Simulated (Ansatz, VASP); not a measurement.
## BN in two plane-wave programs

Wanted: the spread between two codes on one cell, functional and k mesh. The cell is taken from a series of runs on this material, whose earlier steps may have relaxed, scaled, displaced or heated it; both programs get it as it stands.

Main program and level: Ansatz 0.2.0; plane waves, with VASP 6.6.1 beside it; G0W0 gap at PBE0 form with 90 % exact exchange with an exact-exchange share of 0.9.

**1. The starting structure**

It takes space group P6_3/mmc (No. 194, hexagonal). Conventional cell: a = 2.504 Å, b = 2.504 Å, c = 6.661 Å, α = 90.00°, β = 90.00°, γ = 120.00°. B has 3 N at 1.45 Å nearest. Nearest to N lie 3 B at 1.45 Å. Farther neighbours and most contacts between anions are not listed.

Structure file:

```
B N
1.0
     2.50399    0.00000    0.00000
    -1.25199    2.16852    0.00000
     0.00000    0.00000    6.66120
B N
2 2
Direct
  0.33333 0.66667 0.25000
  0.66667 0.33333 0.75000
  0.33333 0.66667 0.75000
  0.66667 0.33333 0.25000
```

**2. VASP: G0W0 gap, PBE0 form with 90 % exact exchange with an exact-exchange share of 0.9**

Quasiparticle shifts depend on high empty states and on the cores, so they are the hardest test of two PAW sets.

Lines of VASP's logs that name or quote its potential files are left out, and so is its time.

The run reads the wave functions of an earlier VASP run, which isn't shown here.

INCAR

```
SYSTEM = BN
PREC = Accurate
ENCUT = 450
ISMEAR = 0
SIGMA = 0.01
LREAL = .FALSE.
LHFCALC = .TRUE.
AEXX = 0.9
GGA = PE
LASPH = .TRUE.
NBANDS = 160
PRECFOCK = Fast
ALGO = EVGW0
NELMGW = 1
ENCUTGW = 150
NOMEGA = 64
NBANDSGW = 16
LWAVE = .FALSE.
LCHARG = .FALSE.
```

POSCAR

```
BN
1.0
    2.5039900000      0.0000000000      0.0000000000
   -1.2519950000      2.1685189508      0.0000000000
    0.0000000000      0.0000000000      6.6612000000
B N
2 2
Direct
    0.3333333333      0.6666666667      0.2500000000
    0.6666666667      0.3333333333      0.7500000000
    0.3333333333      0.6666666667      0.7500000000
    0.6666666667      0.3333333333      0.2500000000
```

KPOINTS

```
Automatic mesh
0
Gamma
9 9 4
0 0 0
```

The projector-augmented-wave data sets are B_GW and N_GW (PBE family, release 64).

Launch:

```console
> mpirun -np 8 vasp_std
```

Numbers of over 12 decimals in the logs are rounded to 6 here.

Output:

```text
[banner, memory and clock lines left out]
running    8 mpi-ranks, on    1 nodes
 distrk:  each k-point on    8 cores,    1 groups
 distr:  one band on    1 cores,    8 groups

 POSCAR found type information on POSCAR B N
 POSCAR found :  2 types and       4 ions
|                                                                             |
|           W    W    AA    RRRRR   N    N  II  N    N   GGGG   !!!           |
|           W    W   A  A   R    R  NN   N  II  NN   N  G    G  !!!           |
|           W    W  A    A  R    R  N N  N  II  N N  N  G       !!!           |
|           W WW W  AAAAAA  RRRRR   N  N N  II  N  N N  G  GGG   !            |
|           WW  WW  A    A  R   R   N   NN  II  N   NN  G    G                |
|           W    W  A    A  R    R  N    N  II  N    N   GGGG   !!!           |
|                                                                             |
|     For optimal performance we recommend to set                             |
|       NCORE = 2 up to number-of-cores-per-socket                            |
|     NCORE specifies how many cores store one orbital (NPAR=cpu/NCORE).      |
|     This setting can greatly improve the performance of VASP for DFT.       |
|     The default, NCORE=1 might be grossly inefficient on modern             |
|     multi-core architectures or massively parallel machines. Do your        |
|     Unfortunately you need to use the default for GW and RPA                |
|     calculations (for HF NCORE is supported but not extensively tested      |
|     yet).                                                                   |
|                                                                             |

|                                                                             |
|           W    W    AA    RRRRR   N    N  II  N    N   GGGG   !!!           |
|           W    W   A  A   R    R  NN   N  II  NN   N  G    G  !!!           |
|           W    W  A    A  R    R  N N  N  II  N N  N  G       !!!           |
|           W WW W  AAAAAA  RRRRR   N  N N  II  N  N N  G  GGG   !            |
|           WW  WW  A    A  R   R   N   NN  II  N   NN  G    G                |
|           W    W  A    A  R    R  N    N  II  N    N   GGGG   !!!           |
|                                                                             |
|     The default for ENCUTGWSOFT is different in this version of VASP.       |
|     please manually set ENCUTGWSOFT =150 in the INCAR file.                 |
|                                                                             |

 LDA part: xc-table for (Slater+PW92), standard interpolation
 found WAVECAR, reading the header
 POSCAR, INCAR and KPOINTS ok, starting setup
 FFT: planning ... GRIDC
 FFT: planning ... GRID_SOFT
 FFT: planning ... GRID
 reading WAVECAR
 the WAVECAR file was read successfully
 initial charge from wavefunction
 available memory per node:     67.81 GB, setting MAXMEM to     69432

 The Fermi energy was updated, please check that it is located mid-gap
 values below the HOMO (VB) or above the LUMO (CB) will cause erroneous energies
 E-fermi :   3.7630

 calculate exact exchange contribution
 the WAVEDER file was read successfully
energies w=
    0.000    0.000    0.930    0.000    1.858    0.000    2.781    0.000
    3.699    0.000    4.608    0.000    5.509    0.000    6.399    0.000
    7.278    0.000    8.145    0.000    9.000    0.000    9.843    0.000
   10.675    0.000   11.495    0.000   12.305    0.000   13.106    0.000
   13.899    0.000   14.684    0.000   15.463    0.000   16.238    0.000
   17.010    0.000   17.781    0.000   18.553    0.000   19.326    0.000
   20.104    0.000   20.888    0.000   21.680    0.000   22.483    0.000
   23.299    0.000   24.130    0.000   24.981    0.000   25.853    0.000
   26.750    0.000   27.676    0.000   28.636    0.000   29.634    0.000
   30.675    0.000   31.766    0.000   32.914    0.000   34.125    0.000
   35.411    0.000   36.781    0.000   38.248    0.000   39.826    0.000
   41.536    0.000   43.395    0.000   45.432    0.000   47.675    0.000
   50.167    0.000   52.953    0.000   56.096    0.000   59.674    0.000
   63.789    0.000   68.577    0.000   74.223    0.000   80.982    0.000
   89.223    0.000   99.489    0.000  112.626    0.000  130.018    0.000
  154.098    0.000  189.586    0.000  246.977    0.000  355.307    0.000
 responsefunction array rank=     176
 LDA part: xc-table for (Slater+PW92), standard interpolation

 min. memory requirement per mpi rank    314.0 MB, per node   2512.2 MB

 allocating   8 responsefunctions rank=   176
 shmem allocating  64 responsefunctions rank=   176
 response function shared by NCSHMEM nodes    1
 Doing            8  frequencies on each core in blocks of           64
NQ=   1    0.0000    0.0000    0.0000,
|.........|.........|.........|.........|.........|.........|.........|.........
 performed        972000 updates of chi_q(r,r)
 total number of BLAS operations        177.35 Gflops
NQ=   2    0.1111    0.0000    0.0000,
|.........|.........|.........|.........|.........|.........|.........|.........
 performed       2743000 updates of chi_q(r,r)
 total number of BLAS operations        526.58 Gflops
NQ=   3    0.2222   -0.0000    0.0000,
|.........|.........|.........|.........|.........|.........|.........|.........
[...]
|.........|.........|.........|.........|.........|.........|.........|.........
 performed      14105000 updates of chi_q(r,r)
 total number of BLAS operations       2630.36 Gflops
NQ=   9    0.4444    0.1111    0.0000,
|.........|.........|.........|.........|.........|.........|.........|.........
 performed      15876000 updates of chi_q(r,r)
 total number of BLAS operations       2932.36 Gflops
NQ=  10    0.2222    0.2222    0.0000,
|.........|.........|.........|.........|.........|.........|.........|.........
 performed      17647000 updates of chi_q(r,r)
 total number of BLAS operations       3264.02 Gflops
NQ=  11    0.3333    0.2222    0.0000,
|.........|.........|.........|.........|.........|.........|.........|.........
 performed      19786000 updates of chi_q(r,r)
 total number of BLAS operations       3633.91 Gflops
NQ=  12    0.3333    0.3333    0.0000,
|.........|.........|.........|.........|.........|.........|.........|.........
 performed      20932000 updates of chi_q(r,r)
 total number of BLAS operations       3824.08 Gflops
NQ=  13    0.0000    0.0000    0.2500,
|.........|.........|.........|.........|.........|.........|.........|.........
 performed      22078000 updates of chi_q(r,r)
 total number of BLAS operations       4067.74 Gflops
NQ=  14    0.1111    0.0000    0.2500,
|.........|.........|.........|.........|.........|.........|.........|.........
 performed      24064000 updates of chi_q(r,r)
 total number of BLAS operations       4484.72 Gflops
NQ=  15    0.2222   -0.0000    0.2500,
|.........|.........|.........|.........|.........|.........|.........|.........
 performed      26050000 updates of chi_q(r,r)
 total number of BLAS operations       4861.52 Gflops
NQ=  16    0.3333   -0.0000    0.2500,
|.........|.........|.........|.........|.........|.........|.........|.........
 performed      28036000 updates of chi_q(r,r)
 total number of BLAS operations       5219.01 Gflops
NQ=  17    0.4444   -0.0000    0.2500,
|.........|.........|.........|.........|.........|.........|.........|.........
 performed      30022000 updates of chi_q(r,r)
 total number of BLAS operations       5553.07 Gflops
NQ=  18    0.1111    0.1111    0.2500,
|.........|.........|.........|.........|.........|.........|.........|.........
 performed      32284000 updates of chi_q(r,r)
 total number of BLAS operations       5982.33 Gflops
NQ=  19    0.2222    0.1111    0.2500,
|.........|.........|.........|.........|.........|.........|.........|.........
 performed      34730000 updates of chi_q(r,r)
 total number of BLAS operations       6452.62 Gflops
NQ=  20    0.3333    0.1111    0.2500,
|.........|.........|.........|.........|.........|.........|.........|.........
 performed      37176000 updates of chi_q(r,r)
 total number of BLAS operations       6887.20 Gflops
NQ=  21    0.4444    0.1111    0.2500,
|.........|.........|.........|.........|.........|.........|.........|.........
 performed      39438000 updates of chi_q(r,r)
 total number of BLAS operations       7262.52 Gflops
NQ=  22    0.2222    0.2222    0.2500,
|.........|.........|.........|.........|.........|.........|.........|.........
 performed      41700000 updates of chi_q(r,r)
 total number of BLAS operations       7680.71 Gflops
NQ=  23    0.3333    0.2222    0.2500,
|.........|.........|.........|.........|.........|.........|.........|.........
 performed      44146000 updates of chi_q(r,r)
 total number of BLAS operations       8109.48 Gflops
NQ=  24    0.3333    0.3333    0.2500,
|.........|.........|.........|.........|.........|.........|.........|.........
 performed      45466000 updates of chi_q(r,r)
 total number of BLAS operations       8347.16 Gflops
NQ=  25    0.0000    0.0000    0.5000,
|.........|.........|.........|.........|.........|.........|.........|.........
 performed      46438000 updates of chi_q(r,r)
 total number of BLAS operations       8571.95 Gflops
NQ=  26    0.1111    0.0000    0.5000,
|.........|.........|.........|.........|.........|.........|.........|.........
 performed      48209000 updates of chi_q(r,r)
 total number of BLAS operations       8943.78 Gflops
NQ=  27    0.2222   -0.0000    0.5000,
|.........|.........|.........|.........|.........|.........|.........|.........
 performed      49980000 updates of chi_q(r,r)
 total number of BLAS operations       9288.57 Gflops
NQ=  28    0.3333   -0.0000    0.5000,
|.........|.........|.........|.........|.........|.........|.........|.........
 performed      51751000 updates of chi_q(r,r)
 total number of BLAS operations       9598.91 Gflops
NQ=  29    0.4444   -0.0000    0.5000,
|.........|.........|.........|.........|.........|.........|.........|.........
 performed      53522000 updates of chi_q(r,r)
 total number of BLAS operations       9900.91 Gflops
NQ=  30    0.1111    0.1111    0.5000,
|.........|.........|.........|.........|.........|.........|.........|.........
 performed      55293000 updates of chi_q(r,r)
 total number of BLAS operations      10254.60 Gflops
NQ=  31    0.2222    0.1111    0.5000,
|.........|.........|.........|.........|.........|.........|.........|.........
 performed      57432000 updates of chi_q(r,r)
 total number of BLAS operations      10650.08 Gflops
NQ=  32    0.3333    0.1111    0.5000,
|.........|.........|.........|.........|.........|.........|.........|.........
 performed      59571000 updates of chi_q(r,r)
 total number of BLAS operations      11014.95 Gflops
NQ=  33    0.4444    0.1111    0.5000,
|.........|.........|.........|.........|.........|.........|.........|.........
 performed      61342000 updates of chi_q(r,r)
 total number of BLAS operations      11292.64 Gflops
NQ=  34    0.2222    0.2222    0.5000,
|.........|.........|.........|.........|.........|.........|.........|.........
 performed      63113000 updates of chi_q(r,r)
 total number of BLAS operations      11611.43 Gflops
NQ=  35    0.3333    0.2222    0.5000,
|.........|.........|.........|.........|.........|.........|.........|.........
 performed      65252000 updates of chi_q(r,r)
 total number of BLAS operations      11966.37 Gflops
NQ=  36    0.3333    0.3333    0.5000,
|.........|.........|.........|.........|.........|.........|.........|.........
 performed      66398000 updates of chi_q(r,r)
 total number of BLAS operations      12189.55 Gflops
 resolving degeneracies of screened two electron integrals

 calculate QP shifts <psi_nk| G(iteration)W_0 |psi_nk>: iteration 1
 entering main loop
```

Parts of OUTCAR (step 2):

```text
ion  position               nearest neighbor table
   1  0.333  0.667  0.250-   4 1.45   4 1.45   4 1.45
   2  0.667  0.333  0.750-   3 1.45   3 1.45   3 1.45
   3  0.333  0.667  0.750-   2 1.45   2 1.45   2 1.45
   4  0.667  0.333  0.250-   1 1.45   1 1.45   1 1.45

  LATTYP: Found a hexagonal cell.
 ALAT       =     2.5039900000
 C/A-ratio  =     2.6602342661

 Subroutine GETGRP returns: Found 24 space group operations
 (whereof 12 operations were pure point group operations)

The static configuration has the point symmetry D_3d.
 The point group associated with its full space group is D_6h.

 Found     36 irreducible k-points:

   k-points           NKPTS =     36   k-points in BZ     NKDIM =    324   number of bands    NBANDS=    160

   dimension x,y,z NGX =    18 NGY =   18 NGZ =   48
   dimension x,y,z NGXF=    36 NGYF=   36 NGZF=   96

   ENCUT  =  450.0 eV  33.07 Ry    5.75 a.u.   4.33  4.33 11.52*2*pi/ulx,y,z

   NELECT =      16.0000    total number of electrons

  energy-cutoff  :      450.00
  volume of cell :       36.17
      direct lattice vectors                 reciprocal lattice vectors
     2.503990000  0.000000000  0.000000000     0.399362617  0.230572115  0.000000000
    -1.251995000  2.168518951  0.000000000     0.000000000  0.461144229  0.000000000
     0.000000000  0.000000000  6.661200000     0.000000000  0.000000000  0.150123101

 k-points in reciprocal lattice and weights: Automatic mesh
   0.00000000  0.00000000  0.00000000       0.003
   0.11111111  0.00000000  0.00000000       0.019
   0.22222222 -0.00000000  0.00000000       0.019
   0.33333333 -0.00000000  0.00000000       0.019
   0.44444444 -0.00000000  0.00000000       0.019
   0.11111111  0.11111111  0.00000000       0.019
   0.22222222  0.11111111  0.00000000       0.037
   0.33333333  0.11111111  0.00000000       0.037
   0.44444444  0.11111111  0.00000000       0.019
[...]
0.33333333  0.22222222  0.50000000       0.037
   0.33333333  0.33333333  0.50000000       0.006

 E-fermi :   3.7630

 QP shifts <psi_nk| G(iteration)W_0 |psi_nk>: iteration 1
 for sc-GW calculations column KS-energies equals QP-energies in previous step
 and V_xc(KS)=  KS-energies - (<T + V_ion + V_H > + <T+V_H+V_ion>^1  + <V_x>^1)
 k-point   1 :       0.0000    0.0000    0.0000
  band No.  KS-energies  QP-energies   sigma(KS)   V_xc(KS)     V^pw_x(r,r')   Z            occupation Imag(sigma)
    ...
      5      -4.4394      -1.6943     -20.3533     -23.4456     -22.7363       0.8877       2.0000       0.0456
      6      -4.4394      -1.6943     -20.3533     -23.4456     -22.7363       0.8877       2.0000       0.0456
      7      -4.3911      -1.6475     -20.3836     -23.4734     -22.7631       0.8879       2.0000       0.0456
      8      -4.3911      -1.6475     -20.3836     -23.4734     -22.7631       0.8879       2.0000       0.0456
      9      10.0223       8.8191      -6.8586      -5.5429      -3.7858       0.9146       0.0000      -0.0479
     10      16.7921      15.1707      -9.4862      -7.6572      -5.7646       0.8865       0.0000      -0.0703
     11      18.6357      16.9860     -10.8428      -9.0071      -6.9238       0.8987       0.0000      -0.0583
     12      18.6357      16.9860     -10.8428      -9.0071      -6.9238       0.8987       0.0000      -0.0583
    ...

 k-point   2 :       0.1111    0.0000    0.0000
  band No.  KS-energies  QP-energies   sigma(KS)   V_xc(KS)     V^pw_x(r,r')   Z            occupation Imag(sigma)
    ...
      5      -5.6802      -2.8386     -20.1514     -23.3639     -22.6572       0.8846       2.0000       0.0489
      6      -5.6272      -2.7865     -20.1801     -23.3882     -22.6801       0.8855       2.0000       0.0489
      7      -4.9939      -2.2081     -20.2261     -23.3696     -22.6578       0.8862       2.0000       0.0469
      8      -4.9351      -2.1507     -20.2638     -23.4044     -22.6917       0.8866       2.0000       0.0468
      9      10.4841       9.2680      -6.8475      -5.5162      -3.7577       0.9135       0.0000      -0.0482
     10      16.6913      15.0663      -9.7593      -7.9247      -6.0307       0.8858       0.0000      -0.0706
     11      18.1609      16.5360     -10.6265      -8.8179      -6.7154       0.8985       0.0000      -0.0590
     12      18.5347      16.9005     -10.7998      -8.9793      -6.8674       0.8977       0.0000      -0.0588
    ...

 k-point   3 :       0.2222   -0.0000    0.0000
  band No.  KS-energies  QP-energies   sigma(KS)   V_xc(KS)     V^pw_x(r,r')   Z            occupation Imag(sigma)
    ...
      5      -8.4919      -5.4063     -19.8355     -23.3573     -22.6663       0.8762       2.0000       0.0603
      6      -6.1980      -3.3141     -20.0222     -23.2869     -22.5782       0.8834       2.0000       0.0506
      7      -6.1855      -3.4525     -17.3422     -20.4609     -19.6678       0.8764       2.0000       0.0578
      8      -6.1265      -3.2443     -20.0683     -23.3296     -22.6197       0.8838       2.0000       0.0505
      9      11.7054      10.4369      -6.8268      -5.4363      -3.6633       0.9122       0.0000      -0.0501
     10      15.8473      14.2312     -10.2241      -8.4004      -6.4984       0.8862       0.0000      -0.0686
     11      17.2757      15.2564      -9.8105      -7.5109      -5.5077       0.8781       0.0000      -0.0845
     12      17.3316      15.7514     -10.3581      -8.6016      -6.4878       0.8996       0.0000      -0.0588
    ...

 k-point   4 :       0.3333   -0.0000    0.0000
  band No.  KS-energies  QP-energies   sigma(KS)   V_xc(KS)     V^pw_x(r,r')   Z            occupation Imag(sigma)
    ...
      5      -7.3304      -4.3462     -19.8956     -23.2843     -22.5840       0.8807       2.0000       0.0547
      6      -7.2510      -4.2687     -19.9460     -23.3310     -22.6293       0.8810       2.0000       0.0546
      7      -6.6622      -3.9817     -16.2444     -19.2973     -18.5136       0.8780       2.0000       0.0576
      8      -4.5067      -1.9152     -17.6858     -20.6295     -19.8170       0.8804       2.0000       0.0497
      9      12.9674      11.4485      -8.9438      -7.2516      -5.3418       0.8976       0.0000      -0.0592
     10      13.4904      12.1254      -7.0289      -5.5272      -3.7128       0.9090       0.0000      -0.0543
     11      14.2512      12.5981     -10.2137      -8.3557      -6.4262       0.8897       0.0000      -0.0654
     12      16.6736      15.1237     -10.1904      -8.4683      -6.3516       0.9000       0.0000      -0.0587
    ...

[... 4 further parts left out ...]
```

[end of part 1 of 2]

[Lines on the potential files, build, host, timing and source positions are cut from VASP's logs without a mark.]

[Logs are printed without paths, hosts, clocks, repeated set-up lines and the standing remarks that a program may print on its own settings, such as how far it seeks lower states.]

[Hosts, paths, dates, database ids (printed as entryN), source tags and the programs' standing remarks are cut or masked in the printed files.]
